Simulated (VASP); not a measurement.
Given:

```xyz
6
Lattice="4.2008 0.0000 0.0000 0.0000 4.2008 0.0000 0.0000 0.0000 4.2008" Properties=species:S:1:pos:R:3 pbc="T T T"
Cu     3.1506     1.0502     3.1506
Cu     1.0502     3.1506     3.1506
Cu     3.1506     3.1506     1.0502
Cu     1.0502     1.0502     1.0502
O      0.0000     0.0000     0.0000
O      2.1004     2.1004     2.1004
```

Level of theory: PBE GGA, VASP's PBE PAW potentials (set 64) (plane waves; VASP). Settings: 400 eV cut-off, 7×7×7 Γ-centred mesh, Fermi-Dirac smearing of 0.010 eV, potentials Cu O.

At this cut-off the stress carries a Pulay error, which pulls relaxed volumes low.

Question: Give the stress tensor in GPa (positive for a compressed cell).

Answer: 
```
6.80  0.00  0.00
0.00  6.80  0.00
0.00  0.00  6.80
```
The pressure is its mean diagonal, 6.80 GPa.

The structure is a typed Cu2O crystal (Pn-3m). The cell was not relaxed at this level.
